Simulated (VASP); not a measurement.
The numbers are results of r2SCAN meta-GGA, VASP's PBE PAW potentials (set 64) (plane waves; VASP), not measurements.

VASP input:

File KPOINTS:
```
Automatic mesh
0
Gamma
7 7 3
0 0 0
```

POSCAR:
```
Sn3Te2Se
1
    4.4226598100     0.0000000000    -0.0000000000
   -2.2113299050     3.8301361489     0.0000000000
    0.0000000000    -0.0000000000    10.8045752505
Sn Te Se
3 2 1
Direct
  1.0000000000   0.0000000000   0.5000000000
  0.3333330000   0.6666670000   0.1519824926
  0.6666670000   0.3333330000   0.8480175074
  0.3333330000   0.6666670000   0.6741700607
  0.6666670000   0.3333330000   0.3258299393
  1.0000000000   0.0000000000   0.0000000000
```

File KPOINTS_OPT:
```
k-points along high-symmetry lines
6
Line-mode
Reciprocal
  0.000000   0.000000   0.000000 ! GAMMA
  0.500000   0.000000   0.000000 ! M

  0.500000   0.000000   0.000000 ! M
  0.333333   0.333333   0.000000 ! K

  0.333333   0.333333   0.000000 ! K
  0.000000   0.000000   0.000000 ! GAMMA

  0.000000   0.000000   0.000000 ! GAMMA
  0.000000   0.000000   0.500000 ! A

  0.000000   0.000000   0.500000 ! A
  0.500000   0.000000   0.500000 ! L

  0.500000   0.000000   0.500000 ! L
  0.333333   0.333333   0.500000 ! H

  0.333333   0.333333   0.500000 ! H
  0.000000   0.000000   0.500000 ! A

  0.500000   0.000000   0.500000 ! L
  0.500000   0.000000   0.000000 ! M

  0.333333   0.333333   0.500000 ! H
  0.333333   0.333333   0.000000 ! K
```

### INCAR
```
ALGO=Normal
EDIFF=1E-7
ENCUT=400
ISIF=2
ISMEAR=-5
LASPH=.TRUE.
LCHARG=.FALSE.
LEFG=.TRUE.
LMAXMIX=4
LMIXTAU=.TRUE.
LORBIT=11
LREAL=.FALSE.
LWAVE=.FALSE.
METAGGA=R2SCAN
NEDOS=601
NELM=100
PREC=Accurate
SYSTEM=Sn3Te2Se
```

POTCAR, in this order: Sn_d Te Se (PBE.64 set). Program: vasp_std.

What VASP printed:

OUTCAR:
```
 ion  position               nearest neighbor table
   1  0.000  0.000  0.500-   4 3.17   5 3.17   5 3.17   4 3.17   5 3.17   4 3.17
   2  0.333  0.667  0.152-   6 3.04   6 3.04   6 3.04   5 3.17   5 3.17   5 3.17
   3  0.667  0.333  0.848-   6 3.04   6 3.04   6 3.04   4 3.17   4 3.17   4 3.17
   4  0.333  0.667  0.674-   3 3.17   3 3.17   3 3.17   1 3.17   1 3.17   1 3.17
   5  0.667  0.333  0.326-   2 3.17   2 3.17   2 3.17   1 3.17   1 3.17   1 3.17
   6  0.000  0.000  0.000-   2 3.04   3 3.04   3 3.04   2 3.04   3 3.04   2 3.04
  LATTYP: Found a hexagonal cell.
 ALAT       =     4.4226598100
 C/A-ratio  =     2.4430039195
 Subroutine PRICEL returns:
 Original cell was already a primitive cell.
 Subroutine GETGRP returns: Found 12 space group operations
The static configuration has the point symmetry D_3d.
The dynamic configuration has the point symmetry D_3d.
 Subroutine INISYM returns: Found 12 space group operations
 Subroutine IBZKPT returns following result:
 Found     20 irreducible k-points:

 Following reciprocal coordinates:
            Coordinates               Weight
  0.000000  0.000000  0.000000      1.000000
  0.142857  0.000000  0.000000      6.000000
  0.285714  0.000000  0.000000      6.000000
  0.428571 -0.000000  0.000000      6.000000
...
```

File OSZICAR:
```
       N       E                     dE             d eps       ncg     rms          rms(c)
DAV:   1     0.399886144427E+03    0.39989E+03   -0.25297E+04  1444   0.177E+03
DAV:   2    -0.717711170103E+02   -0.47166E+03   -0.46342E+03  1448   0.462E+02
DAV:   3    -0.146536899605E+03   -0.74766E+02   -0.72933E+02  1748   0.173E+02
DAV:   4    -0.150738499859E+03   -0.42016E+01   -0.41576E+01  1628   0.417E+01
DAV:   5    -0.150904090435E+03   -0.16559E+00   -0.16531E+00  2048   0.850E+00    0.703E+00
DAV:   6    -0.147193602012E+03    0.37105E+01   -0.22656E+00  1972   0.163E+01    0.508E+00
DAV:   7    -0.140424652434E+03    0.67689E+01   -0.16937E+00  1468   0.722E+00    0.162E+00
DAV:   8    -0.141192233754E+03   -0.76758E+00   -0.17941E+00  1480   0.735E+00    0.112E+00
DAV:   9    -0.141008040558E+03    0.18419E+00   -0.10968E-01  1616   0.246E+00    0.687E-01
DAV:  10    -0.141011653353E+03   -0.36128E-02   -0.19716E-02  1600   0.711E-01    0.435E-01
DAV:  11    -0.141178380973E+03   -0.16673E+00   -0.19304E-01  1460   0.265E+00    0.264E-01
DAV:  12    -0.141190979536E+03   -0.12599E-01   -0.19225E-02  1580   0.756E-01    0.135E-01
DAV:  13    -0.141204131762E+03   -0.13152E-01   -0.58867E-03  1520   0.484E-01    0.813E-02
DAV:  14    -0.141205715052E+03   -0.15833E-02   -0.65015E-03  1480   0.508E-01    0.862E-02
DAV:  15    -0.141207506028E+03   -0.17910E-02   -0.10448E-03  1532   0.215E-01    0.506E-02
DAV:  16    -0.141207250509E+03    0.25552E-03   -0.18430E-04  1544   0.801E-02    0.222E-02
DAV:  17    -0.141207485689E+03   -0.23518E-03   -0.10109E-04  1572   0.634E-02    0.776E-03
DAV:  18    -0.141207488697E+03   -0.30076E-05   -0.81479E-06  1804   0.153E-02    0.571E-03
DAV:  19    -0.141207505770E+03   -0.17073E-04   -0.26661E-06  1512   0.122E-02    0.477E-03
DAV:  20    -0.141207539305E+03   -0.33535E-04   -0.74069E-06  1496   0.170E-02    0.255E-03
DAV:  21    -0.141207553043E+03   -0.13738E-04   -0.14768E-05  1496   0.252E-02    0.110E-03
DAV:  22    -0.141207553140E+03   -0.96696E-07   -0.62290E-07  1616   0.485E-03
   1 F= -.14120755E+03 E0= -.14120755E+03  d E =0.000000E+00
       N       E                     dE             ncg
       N       E                     dE             ncg
       N       E                     dE             ncg
```

File OUTCAR:
```
------------------------ aborting loop because EDIFF is reached ----------------------------------------
  FORCE on cell =-STRESS in cart. coord.  units (eV):
  Direction    XX          YY          ZZ          XY          YZ          ZX
  --------------------------------------------------------------------------------------
  Total        0.0461513      0.0461513     -0.0443548     -0.0000000      0.0000000      0.0000000
  in kB        0.4040072      0.4040072     -0.3882802     -0.0000000      0.0000000      0.0000000
  external PRESSURE =       0.1399114 kB  Pullay stress =       0.0000000 kB
  volume of cell :      183.02
      direct lattice vectors                 reciprocal lattice vectors
     4.422659810  0.000000000  0.000000000     0.226108279  0.130543662  0.000000000
    -2.211329905  3.830136149  0.000000000     0.000000000  0.261087325  0.000000000
     0.000000000  0.000000000 10.804575250     0.000000000  0.000000000  0.092553384
 POSITION                                       TOTAL-FORCE (eV/Angst)
 -----------------------------------------------------------------------------------
      0.00000      0.00000      5.40229         0.000000      0.000000      0.000000
     -0.00000      2.55343      1.64211         0.000000     -0.000000      0.007988
      2.21133      1.27671      9.16247        -0.000000      0.000000     -0.007988
     -0.00000      2.55343      7.28412         0.000000     -0.000000     -0.002003
      2.21133      1.27671      3.52045         0.000000      0.000000      0.002003
      0.00000      0.00000      0.00000         0.000000      0.000000      0.000000
 -----------------------------------------------------------------------------------
    total drift:                               -0.000000     -0.000000      0.000000
  FREE ENERGIE OF THE ION-ELECTRON SYSTEM (eV)
  ---------------------------------------------------
  free  energy   TOTEN  =      -141.2075531397 eV

  energy  without entropy=     -141.2075531397  energy(sigma->0) =     -141.20755314

 total charge

# of ion       s       p       d       tot
------------------------------------------
    1        1.350   0.736   9.980  12.066
    2        1.359   0.700   9.982  12.040
    3        1.359   0.700   9.982  12.040
    4        1.379   2.013   0.029   3.421
    5        1.379   2.013   0.029   3.421
    6        1.475   2.331   0.025   3.832
--------------------------------------------------
tot          8.302   8.492  30.026  46.820

 Electric field gradients after diagonalization (V/A^2)
 (convention: |V_zz| > |V_xx| > |V_yy|)
----------------------------------------------------------------------
 ion       V_xx      V_yy      V_zz     asymmetry (V_yy - V_xx)/ V_zz
----------------------------------------------------------------------
   1       4.765     4.757    -9.522       0.001
   2       5.032     5.025   -10.056       0.001
   3       5.032     5.025   -10.056       0.001
   4     -15.264   -15.263    30.527       0.000
   5     -15.264   -15.263    30.527       0.000
   6      24.459    24.458   -48.917       0.000
```
(Selected blocks of OUTCAR.)

For a metal the tetrahedron method with Blöchl corrections gives inexact stress and forces.

The structure comes from a computed database's Sn3Te2Se entry (P-3m1); how it stands against other phases isn't given here. It was relaxed first.
